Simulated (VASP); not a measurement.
**LaP (relaxed from the CsCl type structure, space group Pm-3m): computed properties**

Level of theory: PBE GGA, VASP's PBE PAW potentials (set 64) (plane waves; VASP 6.6.1).

```
Property                                                               Value
----------------------------------  ----------------------------------------
space group                                                      Pm-3m (221)
cell                                a = b = c = 3.6388 Å, α = β = γ = 90.00°
volume per atom                                                24.09 Å³/atom
band gap (over mesh and band path)  none (metal, semimetal or under 0.01 eV)
density                                                           5.85 g/cm³
```

```
LaP
1.0
    3.63883     0.00000     0.00000
    0.00000     3.63883     0.00000
    0.00000     0.00000     3.63883
La P
1 1
Direct
  0.00000   0.00000   0.00000
  0.50000   0.50000   0.50000
```

The structure was generated: LaP was put into the CsCl type type (Pm-3m), which need not be its known phase. It was relaxed first, which changed the volume by -29 %. Symmetry was kept, so distortions that lower it aren't found.
